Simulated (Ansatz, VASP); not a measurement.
## CdCuCl3 in two plane-wave programs

One calculation is typed for both programs; each brings its own data sets and cutoff. How far apart do they land? The cell is invented: As first built, before any earlier steps moved the atoms (in the runner's words): it takes the CsCdCl3 structure with some of its atoms replaced by other elements, volume scaled by an estimate. It may not be a known or stable phase. The cell is taken from a series of VASP runs on this material, whose earlier steps may have relaxed, scaled or displaced it; both programs get it as it stands.

Calculated with Ansatz 0.2.0; plane waves, with VASP 6.6.1 beside it; relaxation of cell and atoms at r2SCAN and band structure at HSE06.

### Step 1. Starting point

It takes space group Pm-3m (No. 221, cubic). Conventional cell: a = 5.106 Å, b = 5.106 Å, c = 5.106 Å, α = 90.00°, β = 90.00°, γ = 90.00°. Cd has 6 Cl at 2.55 Å nearest. Cu has 12 Cl at 3.61 Å nearest. Nearest to Cl lie 2 Cd at 2.55 Å. As first built, before any earlier steps moved the atoms (in the runner's words): sites of the CsCdCl3 structure (space group 221) filled with other elements, volume scaled by an estimate. Farther neighbours and most contacts between anions are not listed.

As a file:

```cif
data_structure
_symmetry_space_group_name_H-M 'P 1'
_symmetry_Int_Tables_number 1
_cell_length_a 5.1057
_cell_length_b 5.1057
_cell_length_c 5.1057
_cell_angle_alpha 90.000
_cell_angle_beta 90.000
_cell_angle_gamma 90.000
_cell_volume 133.10
loop_
_atom_site_label
_atom_site_type_symbol
_atom_site_fract_x
_atom_site_fract_y
_atom_site_fract_z
_atom_site_occupancy
Cd1 Cd 0.50000 0.50000 0.50000 1
Cu2 Cu 0.00000 0.00000 0.00000 1
Cl3 Cl 0.00000 0.50000 0.50000 1
Cl4 Cl 0.50000 0.00000 0.50000 1
Cl5 Cl 0.50000 0.50000 0.00000 1
```

### Step 2. VASP: relaxation of cell and atoms, r2SCAN

The relaxed volume is the usual yardstick between codes: its relative difference is about their pressure difference at one cell divided by the bulk modulus.

Lines of VASP's logs that name or quote its potential files are left out, and so is its time.

Input file INCAR:

```
SYSTEM = CdCuCl3
PREC = Accurate
ENCUT = 400
EDIFF = 1E-06
NELM = 100
ISMEAR = 0
SIGMA = 0.05
LREAL = .FALSE.
ALGO = Normal
METAGGA = R2SCAN
LASPH = .TRUE.
NBANDS = 28
LORBIT = 11
LWAVE = .FALSE.
LCHARG = .FALSE.
KPAR = 2
IBRION = 2
NSW = 60
ISIF = 3
EDIFFG = -0.01
```

Input file POSCAR:

```
CdCuCl3
1.0
    5.1056978519      0.0000000000      0.0000000000
    0.0000000000      5.1056978519      0.0000000000
    0.0000000000      0.0000000000      5.1056978519
Cd Cu Cl
1 1 3
Direct
    0.5000000000      0.5000000000      0.5000000000
    0.0000000000      0.0000000000      0.0000000000
    0.0000000000      0.5000000000      0.5000000000
    0.5000000000      0.0000000000      0.5000000000
    0.5000000000      0.5000000000      0.0000000000
```

Input file KPOINTS:

```
Automatic mesh
0
Gamma
5 5 5
0 0 0
```

Potentials, in the order of the species: Cd, Cu and Cl (PBE family, release 64).

The run is started by

```
mpirun -np 2 vasp_std
```

Numbers of over 12 decimals in the logs are rounded to 6 here.

Output:

```text
[banner, memory and clock lines left out]
running    2 mpi-ranks, on    1 nodes
 distrk:  each k-point on    1 cores,    2 groups
 distr:  one band on    1 cores,    1 groups

 POSCAR found type information on POSCAR CdCuCl
 POSCAR found :  3 types and       5 ions
|                                                                             |
|               ----> ADVICE to this user running VASP <----                  |
|                                                                             |
|     You enforced a specific xc type in the INCAR file but a different       |
|     [... a line on the potential file left out ...]
|     I HOPE YOU KNOW WHAT YOU ARE DOING!                                     |
|                                                                             |

 LDA part: xc-table for (None), standard interpolation
 POSCAR, INCAR and KPOINTS ok, starting setup
 FFT: planning ... GRIDC
 FFT: planning ... GRID_SOFT
 FFT: planning ... GRID
 WAVECAR not read
 entering main loop
       N       E                     dE             d eps       ncg     rms          rms(c)
DAV:   1     0.322375333185E+03    0.32238E+03   -0.17571E+04   560   0.129E+03
DAV:   2    -0.151577088041E+02   -0.33753E+03   -0.32307E+03   588   0.341E+02
DAV:   3    -0.610021924069E+02   -0.45844E+02   -0.44727E+02   756   0.129E+02
DAV:   4    -0.628233674694E+02   -0.18212E+01   -0.18148E+01   688   0.245E+01
DAV:   5    -0.628846274324E+02   -0.61260E-01   -0.61246E-01   820   0.484E+00    0.100E+01
DAV:   6    -0.516235260248E+02    0.11261E+02   -0.10303E+01   612   0.395E+01    0.112E+01
DAV:   7    -0.512836779230E+02    0.33985E+00   -0.15639E+00   696   0.142E+01    0.755E+00
DAV:   8    -0.512899561658E+02   -0.62782E-02   -0.31271E-01   648   0.560E+00    0.175E+00
DAV:   9    -0.512970456355E+02   -0.70895E-02   -0.24947E-02   728   0.144E+00    0.311E-01
DAV:  10    -0.512980866822E+02   -0.10410E-02   -0.76127E-03   752   0.713E-01    0.132E-01
DAV:  11    -0.512983381454E+02   -0.25146E-03   -0.37054E-04   840   0.240E-01    0.750E-02
DAV:  12    -0.512984581008E+02   -0.11996E-03   -0.34071E-04   616   0.191E-01    0.244E-02
DAV:  13    -0.512984538573E+02    0.42434E-05   -0.32507E-05   712   0.675E-02    0.591E-03
DAV:  14    -0.512984547243E+02   -0.86695E-06   -0.27570E-06   496   0.142E-02
   1 F= -.51298455E+02 E0= -.51298455E+02  d E =-.512985E+02
 curvature:   0.00 expect dE= 0.000E+00 dE for cont linesearch  0.000E+00
 trial: gam= 0.00000 g(F)=  0.000E+00 g(S)=  0.183E-02 ort = 0.000E+00 (trialstep = 0.100E+01)
 search vector abs. value=  0.183E-02
 bond charge predicted
       N       E                     dE             d eps       ncg     rms          rms(c)
DAV:   1    -0.513216276027E+02   -0.23174E-01   -0.52491E-01   708   0.825E+00    0.112E+00
DAV:   2    -0.513019756692E+02    0.19652E-01   -0.11167E-01   696   0.423E+00    0.315E-01
DAV:   3    -0.512998754745E+02    0.21002E-02   -0.82578E-03   704   0.135E+00    0.279E-01
DAV:   4    -0.512995504165E+02    0.32506E-03   -0.76578E-04   712   0.258E-01    0.181E-01
DAV:   5    -0.512994288538E+02    0.12156E-03   -0.69691E-05   628   0.726E-02    0.269E-02
DAV:   6    -0.512994206732E+02    0.81805E-05   -0.87700E-06   672   0.246E-02    0.954E-03
DAV:   7    -0.512994211621E+02   -0.48886E-06   -0.46913E-07   364   0.571E-03
   2 F= -.51299421E+02 E0= -.51299421E+02  d E =-.966438E-03
 trial-energy change:   -0.000966  1 .order   -0.000925   -0.001826   -0.000024
 step:   1.0119(harm=  1.0136)  dis= 0.00000  next Energy=   -51.299421 (dE=-0.967E-03)
 reached required accuracy - stopping structural energy minimisation
```

From OUTCAR (step 2):

```text
ion  position               nearest neighbor table
   1  0.500  0.500  0.500-   3 2.55   4 2.55   5 2.55   5 2.55   4 2.55   3 2.55
   2  0.000  0.000  0.000-
   3  0.000  0.500  0.500-   1 2.55   1 2.55
   4  0.500  0.000  0.500-   1 2.55   1 2.55
   5  0.500  0.500  0.000-   1 2.55   1 2.55

  LATTYP: Found a simple cubic cell.
 ALAT       =     5.1056978519

 Subroutine GETGRP returns: Found 48 space group operations
 (whereof 48 operations were pure point group operations)

The static configuration has the point symmetry O_h .

 Found     10 irreducible k-points:

   k-points           NKPTS =     10   k-points in BZ     NKDIM =     10   number of bands    NBANDS=     28

   dimension x,y,z NGX =    36 NGY =   36 NGZ =   36
   dimension x,y,z NGXF=    72 NGYF=   72 NGZF=   72

   ENCUT  =  400.0 eV  29.40 Ry    5.42 a.u.   8.33  8.33  8.33*2*pi/ulx,y,z

   NELECT =      44.0000    total number of electrons

 k-points in reciprocal lattice and weights: Automatic mesh
   0.00000000  0.00000000  0.00000000       0.008
   0.20000000  0.00000000  0.00000000       0.048
   0.40000000  0.00000000  0.00000000       0.048
   0.20000000  0.20000000  0.00000000       0.096
   0.40000000  0.20000000  0.00000000       0.192
   0.40000000  0.40000000  0.00000000       0.096
   0.20000000  0.20000000  0.20000000       0.064
   0.40000000  0.20000000  0.20000000       0.192
   0.40000000  0.40000000  0.20000000       0.192
   0.40000000  0.40000000  0.40000000       0.064

 average (electrostatic) potential at core
       1 -45.4149       2 -74.2086       3 -97.2538       4 -97.2538       5 -97.2538

 E-fermi :   0.2134

 k-point     1 :       0.0000    0.0000    0.0000
  band No.  band energies     occupation
    ...
     18      -0.2149      2.00000
     19      -0.2149      2.00000
     20      -0.1955      2.00000
     21      -0.1955      2.00000
     22      -0.1955      2.00000
     23       1.0494      0.00000
     24       2.3413      0.00000
     25       8.2180      0.00000
     26       8.2180      0.00000
     27       8.2996      0.00000
    ...

 k-point     2 :       0.2000    0.0000    0.0000
  band No.  band energies     occupation
    ...
     18      -0.2036      2.00000
     19      -0.1948      2.00000
     20      -0.1696      2.00000
     21      -0.1557      2.00000
     22      -0.1557      2.00000
     23       1.4621      0.00000
     24       3.0951      0.00000
     25       6.7868      0.00000
     26       7.7297      0.00000
     27       7.7297      0.00000
    ...

 k-point     3 :       0.4000    0.0000    0.0000
  band No.  band energies     occupation
    ...
     18      -0.1938      2.00000
     19      -0.1862      2.00000
     20      -0.1098      2.00000
     21      -0.0937      2.00000
     22      -0.0937      2.00000
     23       2.1761      0.00000
     24       4.6794      0.00000
     25       5.5296      0.00000
     26       7.2761      0.00000
     27       7.2761      0.00000
    ...

  Total       -0.0033580     -0.0033580     -0.0033580     -0.0000000      0.0000000     -0.0000000
  in kB       -0.0407182     -0.0407182     -0.0407182     -0.0000000      0.0000000     -0.0000000
  external PRESSURE =      -0.0407182 kB  Pullay stress =       0.0000000 kB

  energy-cutoff  :      400.00
  volume of cell :      132.13
      direct lattice vectors                 reciprocal lattice vectors
     5.093326194 -0.000000000  0.000000000     0.196335354 -0.000000000  0.000000000
     0.000000000  5.093326194  0.000000000     0.000000000  0.196335354  0.000000000
    -0.000000000 -0.000000000  5.093326194    -0.000000000 -0.000000000  0.196335354

 POSITION                                       TOTAL-FORCE (eV/Angst)
 -----------------------------------------------------------------------------------
      2.54666      2.54666      2.54666        -0.000000     -0.000000      0.000000
      0.00000      0.00000      0.00000         0.000000      0.000000      0.000000
     -0.00000      2.54666      2.54666         0.000000      0.000000      0.000000
      2.54666     -0.00000      2.54666         0.000000      0.000000      0.000000
      2.54666      2.54666      0.00000         0.000000      0.000000      0.000000
 -----------------------------------------------------------------------------------
    total drift:                                0.000000      0.000000      0.000000

  FREE ENERGIE OF THE ION-ELECTRON SYSTEM (eV)
  ---------------------------------------------------
  free  energy   TOTEN  =       -51.2994211621 eV

  energy  without entropy=      -51.2994211621  energy(sigma->0) =      -51.29942116

 reached required accuracy - stopping structural energy minimisation

 total charge
# of ion       s       p       d       tot
------------------------------------------
    1        0.312   0.263   9.651  10.226
    2        0.057   0.018   9.528   9.604
    3        1.606   3.561   0.000   5.167
    4        1.606   3.561   0.000   5.167
    5        1.606   3.561   0.000   5.167
--------------------------------------------------
tot          5.188  10.963  19.179  35.330

[... 3 further parts left out ...]
```

### Step 3. Ansatz: relaxation of cell and atoms, r2SCAN

Ansatz runs on its default PAW (the set named soft_2) files.

The same cell, functional, mesh and smearing now go to Ansatz, which takes its cutoff from its data sets.

Input file input.yaml:

```yaml
crystal:
  lattice:
    - [5.1056978519, 0.0, 0.0]
    - [0.0, 5.1056978519, 0.0]
    - [0.0, 0.0, 5.1056978519]
  atoms:
    - { symbol: Cd, position: [0.5, 0.5, 0.5] }
    - { symbol: Cu, position: [0.0, 0.0, 0.0] }
    - { symbol: Cl, position: [0.0, 0.5, 0.5] }
    - { symbol: Cl, position: [0.5, 0.0, 0.5] }
    - { symbol: Cl, position: [0.5, 0.5, 0.0] }
hamiltonian:
  xc: r2scan
  pseudopotentials: { kind: paw }
kpoints:
  mp_grid: { grid: [5, 5, 5] }
scf:
  occupations: { method: gaussian, width: 0.05 }
relax:
  f_tol: 0.01
  max_steps: 60
  cell: { stress_tol: 0.05 }
output:
  forces: true
  stress: true
```

The run is started by

```
ansatz run input.yaml --threads 4 --pin off --max-ram 9216MiB --backend cpu --events-out ev --progress --plain --runs-dir out
```

Output:

```text
Engine: ansatz 0.2.0, aarch64-unknown-linux-gnu
Pseudopotentials: kind: paw
Pseudopotential: Cd, paw, valence charge 20, recommended cutoff 500 eV (meta_gga), Cd.paw.azcp
Pseudopotential: Cu, paw, valence charge 19, recommended cutoff 500 eV (meta_gga), Cu.paw.azcp
Pseudopotential: Cl, paw, valence charge 7, recommended cutoff 500 eV (meta_gga), Cl.paw.azcp
Functional definition: r2SCAN
  parameter k0 = 0.174
  parameter k1 = 0.065
  parameter a1 = 4.9479
  exchange = r2scan_x(k0 = k0, k1 = k1, a1 = a1)
  correlation = r2scan_c
Crystal: 5 atoms, lattice volume = 133.096 Å³
Basis set: ecut = 500 eV, 3407 PW (Γ), exchange–correlation on 160×160×160 points (64 copies of the dense FFT grid, shifted against one another)
Bands: 36, of which v1, the nominal top of the filled ones, is band 30 counted from 1 (29 counted from 0)
Symmetry: 48 space group operations
Space group: Pm-3m (ITA 221), of the structure as read, at distance tolerance 5.1e-5 Å
k-points: 10 of 125
Non-local potential: Cd, projectors of the file, l = 0: 3, l = 1: 2, l = 2: 2, l = 3: 1
Non-local potential: Cu, projectors of the file, l = 0: 3, l = 1: 2, l = 2: 3, l = 3: 1
Non-local potential: Cl, projectors of the file, l = 0: 2, l = 1: 2, l = 2: 2
PAW form: soft (Blöchl's): semilocal exchange-correlation on the pseudo side does not see the compensation charge
PAW frozen core: Cd, regenerated for the run's functional (the file was generated under x = pbe(κ = 0.804, μ = 0.219515), c = pbe(β = 0.066725))
PAW frozen core: Cu, regenerated for the run's functional (the file was generated under x = pbe(κ = 0.804, μ = 0.219515), c = pbe(β = 0.066725))
PAW frozen core: Cl, regenerated for the run's functional (the file was generated under x = pbe(κ = 0.804, μ = 0.219515), c = pbe(β = 0.066725))
PAW one-centre angular grid: Cd, 590 points (default); XC on 160 Gauss nodes
PAW one-centre angular grid: Cu, 590 points (default); XC on 160 Gauss nodes
PAW one-centre angular grid: Cl, 302 points (default); XC on 160 Gauss nodes
Initial density: superposition of atomic densities (neutral atoms: chi_scale 0, normalization atom), corrected by the library's trained network
Initial wavefunctions: pseudopotential atomic-orbital guess
Functional: x = r2scan, c = r2scan; τ floored in thin density (d = 2e-4 eV/Å³)
SCF iter   1: F=—  HF=-18152.356654 eV  |F-HF|=—  |Δ(HF+E_count)|=         —  Δρ=1.46e-2  dr2=1.56e-1  dr2_τ=2.22e-2  ethr=1.77e-3  ⟨swp⟩=6.6  Hψ=1506  notcnv=0
preconditioner: auto → Resta (q_TF=auto, 2.389 Å⁻¹)  ε∞=5.0  [insulator: Δε(μ)=1.561 eV  Ē_g=10.676 eV  σ=0.050 eV  W_gap=1.00  n_scr=26 (ndim 8)  ℏωp=21.4 eV  f_vac=0.090  D(μ)=0.00/eV (n_scr^D=0)  ε∞_Penn≈5.0]
SCF iter   2: F=—  HF=-18152.358737 eV  |F-HF|=—  |Δ(HF+E_count)|=   2.08e-3  Δρ=4.42e-3  dr2=1.24e-2  dr2_τ=2.52e-3  ethr=2.60e-4  ⟨swp⟩=3.0  Hψ=820  notcnv=0  defer=10
SCF iter   3: F=—  HF=-18152.350397 eV  |F-HF|=—  |Δ(HF+E_count)|=   8.34e-3  Δρ=3.80e-3  dr2=1.17e-2  dr2_τ=3.55e-4  ethr=2.06e-5  ⟨swp⟩=2.0  Hψ=700  notcnv=0
automatic band count: iteration 3 solves 35 bands in place of 36: the levels show a gap, and the empty bands left out lie too high to hold charge; the band table lists the bands solved (type scf.n_extra_bands for more)
SCF iter   4: F=—  HF=-18152.349160 eV  |F-HF|=—  |Δ(HF+E_count)|=   1.24e-3  Δρ=1.27e-3  dr2=1.55e-3  dr2_τ=7.88e-5  ethr=1.96e-5  ⟨swp⟩=2.0  Hψ=480  notcnv=0
SCF iter   5: F=—  HF=-18152.349137 eV  |F-HF|=—  |Δ(HF+E_count)|=   2.29e-5  Δρ=3.02e-4  dr2=1.24e-4  dr2_τ=7.49e-6  ethr=2.58e-6  ⟨swp⟩=2.0  Hψ=390  notcnv=0
SCF iter   6: F=—  HF=-18152.349138 eV  |F-HF|=—  |Δ(HF+E_count)|=   8.79e-7  Δρ=8.54e-5  dr2=8.58e-6  dr2_τ=2.16e-7  ethr=2.06e-7  ⟨swp⟩=3.0  Hψ=576  notcnv=0
SCF iter   7: F=—  HF=-18152.349145 eV  |F-HF|=—  |Δ(HF+E_count)|=   7.48e-6  Δρ=1.74e-5  dr2=4.96e-7  dr2_τ=2.58e-8  ethr=1.43e-8  ⟨swp⟩=2.0  Hψ=412  notcnv=0
SCF iter   8: F=-18152.349146 eV  HF=-18152.349146 eV  |F-HF|=1.14e-9  |Δ(HF+E_count)|=   8.24e-8  Δρ=5.94e-6  dr2=4.16e-8  dr2_τ=3.40e-9  ethr=1.67e-10  ⟨swp⟩=4.6  Hψ=1212  notcnv=0
SCF 1 converged in 8 iterations: F = -18152.349146 eV  dr2 = 4.16e-8
  greatest PAW one-centre occupation: 1.002 electrons in one spin orbital (limit 2), on the Cd atom at site 0 (counted from 0), in its partial waves of l = 1
relax step   1: F+E_penalty+E_count = -18152.34914551 eV  Δ(F+E_penalty+E_count) = +0.000e0 eV  max|allowed force component| = 2.346e-28 eV/Å  Δτ_max = 0.0000 Å  P = -0.166 GPa  Ω = 133.096 Å³  (8 SCF iters, dr2 threshold 1.00e-7 eV, accepted)
[...]
relax step   2: F+E_penalty+E_count = -18152.34954552 eV  Δ(F+E_penalty+E_count) = -4.000e-4 eV  max|allowed force component| = 3.514e-28 eV/Å  Δτ_max = 0.0000 Å  P = -0.032 GPa  Ω = 132.641 Å³  energy of the carried Pulay correction = +1.183e-4 eV  (6 SCF iters, dr2 threshold 6.88e-8 eV, accepted)
[...]
relax step   3: F+E_penalty+E_count = -18152.34939854 eV  Δ(F+E_penalty+E_count) = +1.470e-4 eV  max|allowed force component| = 1.249e-28 eV/Å  Δτ_max = 0.0000 Å  P = -0.033 GPa  Ω = 132.641 Å³  stress off target by 3.31e-2 GPa  SCF on the basis re-selected at this cell (its energy is not comparable with the rows above)  (6 SCF iters)
basis re-selected at this cell: Δ(F+E_penalty+E_count) = +1.470e-4 eV, ΔP = -0.001 GPa vs the last step (what re-selecting the basis moved, of the pressure what is left beyond the Pulay correction that the steps carried, after the strain that the cell walked since its last selection, with what the two solves' SCF thresholds leave and, on support functions, any second-order correction that the steps lacked; it is no m [...]
SCF converged after 6 iterations
Free energy (F): -18152.349399 eV
Harris-Foulkes:  -18152.349399 eV  (|F-HF|=1.09e-11)
Internal energy: -18152.349399 eV  (E = F + TS)
E sigma→0 (E₀):  -18152.349399 eV
Fermi energy:    3.852227 eV
--- Per-component energies (eV) ---
  E_band       = -1231.323261
  E_kinetic    = 1287.580657
  E_local      = -10960.616444  (includes V_loc(G=0)·N_el)
  E_nonlocal   = 552.647891
  E_hartree    = 4852.833963
  E_xc         = -556.613543
  E_vxc        = -761.949649  (∫ρ·V_xc dr)
  E_paw        = -7817.585632  (= ΣΔE_a)
  E_vpaw       = -1100.583168  (= ΣTr[D̂ρ^β])
  E_aug_tail   = 0.000260  (compensation charges beyond the density's cutoff)
  E_vtau       = 45.929215  (kinetic-family band-sum trace: ∫τ·v_τ [+ j·A + Jᵃ·Aᵃ] dr)
  E_ewald      = -5509.321451
  E_core_change = -1.275099  (= ΣΔE_core)
  E_smearing   = -0.000000  (= −TS)
  E_closure    = -0.000000  (closes the sum)
  Σ components = -18152.349399   (vs F -18152.349399, Δ=0.00e0)
--- Forces (eV/Å), atoms counted from 1 ---
  atom   1  Cd    -0.00000000    -0.00000000     0.00000000
  atom   2  Cu     0.00000000    -0.00000000    -0.00000000
  atom   3  Cl     0.00000000     0.00000000     0.00000000
  atom   4  Cl     0.00000000    -0.00000000    -0.00000000
  atom   5  Cl    -0.00000000     0.00000000     0.00000000
  max |Σ_I F_I| component: 1.33e-28 eV/Å
--- Stress (GPa, compression-positive) ---
       -0.033071      -0.000000      -0.000000
       -0.000000      -0.033071       0.000000
       -0.000000       0.000000      -0.033071
  P = ⅓ Tr σ = -0.0331 GPa (-0.331 kbar)
--- Relaxed structure (2 steps of the walk, 2 accepted, 1 SCFs on fresh bases) ---
  F+E_penalty+E_count = -18152.34939854 eV   max|allowed force component| = 1.249e-28 eV/Å   (the final SCF, on the basis selected at the relaxed cell)
  cell:  # Å, volume = 132.6410 Å³
    - [5.099872, 0, 0]
    - [0, 5.099872, 0]
    - [0, 0, 5.099872]
  atoms:
    - { symbol: Cd, position: [0.500000, 0.500000, 0.500000] }
    - { symbol: Cu, position: [0, 0, 0] }
    - { symbol: Cl, position: [0, 0.500000, 0.500000] }
    - { symbol: Cl, position: [0.500000, 0, 0.500000] }
    - { symbol: Cl, position: [0.500000, 0.500000, 0] }
```

It took 7.3 s on 4 threads of Arm Neoverse V2, shared host; peak memory 0.72 GiB; 24 s of CPU time.

### Step 4. Comparison

Known differences besides the potentials themselves: VASP keeps PBE cores, Ansatz makes them for the functional; both relaxations stop at a tolerance, which leaves soft axes loose, and VASP keeps its plane-wave basis; the data sets hold 60 valence electrons in Ansatz (default PAW (the set named soft_2) files) and 44 in VASP; the cutoff is 500 eV in Ansatz and 400 eV in VASP; Ansatz adds a Pulay correction to the stress that steers its cell, VASP none. Total energies have different zeros and are not compared.

Compared:

```csv
quantity,Ansatz,VASP,difference
volume (Å³),132.64,132.13,+0.39 %
"edge a after relaxation, in the typed setting (Å)",5.100,5.093,+0.13 %
```

The walks stopped with -0.03 GPa left in Ansatz and 0.00 GPa in VASP; each walk ends within a tolerance, so the volume difference is uncertain by about these residues over the bulk modulus, most in soft cells.

(Part 1 of 2 ends here.)

[Lines on the potential files, build, host, timing and source positions are cut from VASP's logs without a mark.]

[Logs are printed without paths, hosts, clocks, repeated set-up lines and the standing remarks that a program may print on its own settings, such as how far it seeks lower states.]

[Hosts, paths, dates, database ids (printed as entryN), source tags and the programs' standing remarks are cut or masked in the printed files.]
